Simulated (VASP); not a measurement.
Calculation: PBE GGA with D3 dispersion (zero damping), VASP's PBE PAW potentials (set 64) (plane waves; VASP).

VASP input:

### POSCAR
```
Al3Sc
1
    4.0239663447     0.0000000000     0.0000000000
    0.0000000000     4.0239663447     0.0000000000
    0.0000000000     0.0000000000     4.0239663447
Sc Al
1 3
Direct
  0.0000000000   0.0000000000   0.0000000000
  0.0000000000   0.5000000000   0.5000000000
  0.5000000000   0.0000000000   0.5000000000
  0.5000000000   0.5000000000   0.0000000000
```

**KPOINTS**
```
Regular mesh
0
gamma
 8 8 8
0 0 0
```

INCAR:
```
! general
SYSTEM  = Al3Sc
PREC    = Accurate
ENCUT   = 520   ! plane-wave cut-off (eV)
LREAL   = F
LASPH   = T   ! aspherical one-centre terms

! electronic loop
EDIFF   = 1E-7   ! SCF stop (eV)
NELM    = 100
ALGO    = Normal   ! blocked Davidson
LMAXMIX = 4

! smearing
ISMEAR  = 1   ! Methfessel-Paxton
SIGMA   = 0.1   ! width (eV)

! functional
GGA     = PE   ! PBE
IVDW    = 11

! ions
ISIF    = 2

! output
LWAVE   = F
LCHARG  = F
```

POTCAR, in this order: Sc_sv Al (PBE.64 set). Program: vasp_std.

What VASP printed:

### OSZICAR
```
       N       E                     dE             d eps       ncg     rms          rms(c)
DAV:   1     0.117490453326E+03    0.11749E+03   -0.84038E+03   980   0.130E+03
DAV:   2    -0.118274029965E+02   -0.12932E+03   -0.12783E+03   986   0.372E+02
DAV:   3    -0.200341924055E+02   -0.82068E+01   -0.78849E+01  1556   0.744E+01
DAV:   4    -0.201651987805E+02   -0.13101E+00   -0.12853E+00  1364   0.970E+00
DAV:   5    -0.201690591484E+02   -0.38604E-02   -0.38536E-02  1424   0.162E+00    0.967E+00
DAV:   6    -0.192987784764E+02    0.87028E+00   -0.44201E+00  1624   0.253E+01    0.357E+00
DAV:   7    -0.192482888055E+02    0.50490E-01   -0.80985E-02  1136   0.249E+00    0.201E+00
DAV:   8    -0.192257170952E+02    0.22572E-01   -0.34988E-02  1468   0.160E+00    0.213E-01
DAV:   9    -0.192254431838E+02    0.27391E-03   -0.31712E-03  1220   0.422E-01    0.886E-02
DAV:  10    -0.192253796124E+02    0.63571E-04   -0.26192E-04  1502   0.160E-01    0.722E-02
DAV:  11    -0.192253822571E+02   -0.26447E-05   -0.27057E-05  1276   0.381E-02    0.453E-02
DAV:  12    -0.192253725877E+02    0.96694E-05   -0.35219E-05  1154   0.297E-02    0.469E-03
DAV:  13    -0.192253727626E+02   -0.17493E-06   -0.17683E-06  1478   0.112E-02    0.150E-03
DAV:  14    -0.192253728467E+02   -0.84095E-07   -0.10336E-07   788   0.240E-03
   1 F= -.20208909E+02 E0= -.20208560E+02  d E =-.104767E-02
```

File OUTCAR:
```
------------------------ aborting loop because EDIFF is reached ----------------------------------------
 Edisp (eV)   -0.98354
  FORCE on cell =-STRESS in cart. coord.  units (eV):
  Direction    XX          YY          ZZ          XY          YZ          ZX
  --------------------------------------------------------------------------------------
  Total       1.23210     1.23210     1.23210    -0.00000    -0.00000     0.00000
  in kB      30.29658    30.29658    30.29658    -0.00000    -0.00000     0.00000
  external pressure =       30.30 kB  Pullay stress =        0.00 kB
  volume of cell :       65.16
      direct lattice vectors                 reciprocal lattice vectors
     4.023966345  0.000000000  0.000000000     0.248511025  0.000000000  0.000000000
     0.000000000  4.023966345  0.000000000     0.000000000  0.248511025  0.000000000
     0.000000000  0.000000000  4.023966345     0.000000000  0.000000000  0.248511025
 POSITION                                       TOTAL-FORCE (eV/Angst)
 -----------------------------------------------------------------------------------
      0.00000      0.00000      0.00000         0.000000      0.000000      0.000000
      0.00000      2.01198      2.01198         0.000000      0.000000      0.000000
      2.01198      0.00000      2.01198         0.000000      0.000000      0.000000
      2.01198      2.01198      0.00000         0.000000      0.000000      0.000000
 -----------------------------------------------------------------------------------
    total drift:                               -0.000000     -0.000000      0.000000
  FREE ENERGIE OF THE ION-ELECTRON SYSTEM (eV)
  ---------------------------------------------------
  free  energy   TOTEN  =       -20.2089091942 eV

  energy  without entropy=      -20.2078615248  energy(sigma->0) =      -20.20855997
```
(Selected blocks of OUTCAR.)

The compound is Al3Sc in the L1_2 structure. This cell is one point of a volume scan, at 0.97 of the reference volume.
